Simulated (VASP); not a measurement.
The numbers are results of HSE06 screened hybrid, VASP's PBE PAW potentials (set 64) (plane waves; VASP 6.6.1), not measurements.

VASP ran on this input.

File POSCAR:
```
Te3As2
1
    7.4533729065    -2.0309906224    -0.1038563090
    7.4533729065     2.0309906224    -0.1038563090
   -0.8974126614     0.0000000000    10.0971260457
Te As
6 4
Direct
  0.0407136080   0.0407136080   0.2869705347
  0.9592863920   0.9592863920   0.7130294653
  0.7824455584   0.7824455584   0.3373625208
  0.2175544416   0.2175544416   0.6626374792
  0.3705756539   0.3705756539   0.0310770774
  0.6294243461   0.6294243461   0.9689229226
  0.6244187117   0.6244187117   0.4402835543
  0.3755812883   0.3755812883   0.5597164457
  0.2055305127   0.2055305127   0.1416951215
  0.7944694873   0.7944694873   0.8583048785
```

### INCAR
```
SYSTEM = Te3As2
PREC = Accurate
ENCUT = 400
EDIFF = 1E-6
NELM = 60
ALGO = Normal
LREAL = .FALSE.
LASPH = .TRUE.
ISMEAR = 0
SIGMA = 0.05
GGA = PE
HFSCREEN = 0.2
AEXX = 0.25
LHFCALC = .TRUE.
PRECFOCK = Fast
ISYM = 3
LMAXMIX = 4
LWAVE = .FALSE.
LCHARG = .FALSE.
ISIF = 2
```

**KPOINTS_OPT**
```
named points and PBE's band edges
11
Reciprocal
  0.000000   0.000000   0.000000 1 ! GAMMA
 -0.500000  -0.500000   0.000000 1 ! Y_2
  0.000000   0.000000   0.500000 1 ! A
 -0.500000  -0.500000   0.500000 1 ! M_2
 -0.500000   0.000000   0.000000 1 ! V_2
 -0.500000   0.000000   0.500000 1 ! L_2
 -0.268190   0.268190   0.000000 1 ! C
 -0.088720   0.088720   0.500000 1 ! near an edge
 -0.118300   0.118300   0.500000 1 ! near an edge
 -0.059150   0.059150   0.500000 1 ! near an edge
 -0.444440  -0.444440   0.444440 1 ! near an edge
```

**KPOINTS**
```
Automatic mesh
0
Gamma
4 4 2
0 0 0
```

POTCAR, in this order: Te As (PBE.64 set). Program: vasp_std. Read from the step before: WAVECAR.

Output of the run:

OSZICAR:
```
       N       E                     dE             d eps       ncg     rms          rms(c)
DAV:   1    -0.461820876885E+02   -0.46182E+02   -0.65105E+00   952   0.135E+01    0.251E+01
DAV:   2    -0.462018670895E+02   -0.19779E-01   -0.15107E-01  1160   0.211E+00    0.169E+01
DAV:   3    -0.461946623307E+02    0.72048E-02   -0.32895E-02  1110   0.673E-01    0.106E+01
DAV:   4    -0.461937862014E+02    0.87613E-03   -0.73584E-03  1128   0.321E-01    0.627E+00
DAV:   5    -0.461930569720E+02    0.72923E-03   -0.13342E-03  1110   0.155E-01    0.373E+00
DAV:   6    -0.461929494935E+02    0.10748E-03   -0.61391E-04  1102   0.914E-02    0.226E+00
DAV:   7    -0.461929345015E+02    0.14992E-04   -0.10442E-04  1110   0.436E-02    0.139E+00
DAV:   8    -0.461929309812E+02    0.35203E-05   -0.40935E-05  1068   0.269E-02    0.845E-01
DAV:   9    -0.461929362115E+02   -0.52303E-05   -0.14537E-05  1094   0.141E-02    0.507E-01
DAV:  10    -0.461929397552E+02   -0.35438E-05   -0.20616E-06   724   0.694E-03    0.303E-01
DAV:  11    -0.461929424318E+02   -0.26765E-05   -0.15278E-06   694   0.540E-03    0.180E-01
DAV:  12    -0.461929442592E+02   -0.18274E-05   -0.41469E-07   640   0.287E-03    0.108E-01
DAV:  13    -0.461929453539E+02   -0.10947E-05   -0.10280E-07   628   0.175E-03    0.644E-02
DAV:  14    -0.461929460196E+02   -0.66567E-06   -0.57038E-08   616   0.123E-03
   1 F= -.46192946E+02 E0= -.46192946E+02  d E =-.177770E-13
       N       E                     dE             ncg
```

File OUTCAR:
```
------------------------ aborting loop because EDIFF is reached ----------------------------------------
  FORCE on cell =-STRESS in cart. coord.  units (eV):
  Direction    XX          YY          ZZ          XY          YZ          ZX
  --------------------------------------------------------------------------------------
  Total       -4.8565887     -4.3806648     -3.9054496      0.0000000      0.0000000      0.0041605
  in kB      -25.4854054    -22.9879498    -20.4942136      0.0000000      0.0000000      0.0218324
  external PRESSURE =     -22.9891896 kB  Pullay stress =       0.0000000 kB
  volume of cell :      305.32
      direct lattice vectors                 reciprocal lattice vectors
     7.453372907 -2.030990622 -0.103856309     0.067166905 -0.246185282  0.005969662
     7.453372907  2.030990622 -0.103856309     0.067166905  0.246185282  0.005969662
    -0.897412661  0.000000000 10.097126046     0.001381721  0.000000000  0.099160887
 POSITION                                       TOTAL-FORCE (eV/Angst)
 -----------------------------------------------------------------------------------
      0.34938      0.00000      2.88912         0.347286      0.000000      0.289391
     13.65996      0.00000      7.00029        -0.347286      0.000000     -0.289391
     11.36096      0.00000      3.24387        -0.428149      0.000000      0.038624
      2.64837      0.00000      6.64555         0.428149      0.000000     -0.038624
      5.49619      0.00000      0.23682        -0.419511      0.000000     -0.182882
      8.51315      0.00000      9.65260         0.419511      0.000000      0.182882
      8.91293      0.00000      4.31590         0.124018      0.000000     -0.469417
      5.09640      0.00000      5.57351        -0.124018      0.000000      0.469417
      2.93663      0.00000      1.38802         0.066749      0.000000     -0.206280
     11.07270      0.00000      8.50139        -0.066749      0.000000      0.206280
 -----------------------------------------------------------------------------------
    total drift:                                0.000005      0.000000      0.000002
  FREE ENERGIE OF THE ION-ELECTRON SYSTEM (eV)
  ---------------------------------------------------
  free  energy   TOTEN  =       -46.1929460196 eV

  energy  without entropy=      -46.1929460196  energy(sigma->0) =      -46.19294602

  exchange ACFDT corr.  =         0.00000000  see jH, gK, PRB 81, 115126
```
(Selected blocks of OUTCAR.)

Without a dispersion term in the relaxation, distances and binding between the weakly bound layers, chains or molecules are unreliable, and so is what depends on them.

The structure comes from a computed database's Te3As2 entry (C2/m); how it stands against other phases isn't given here. It was relaxed first.
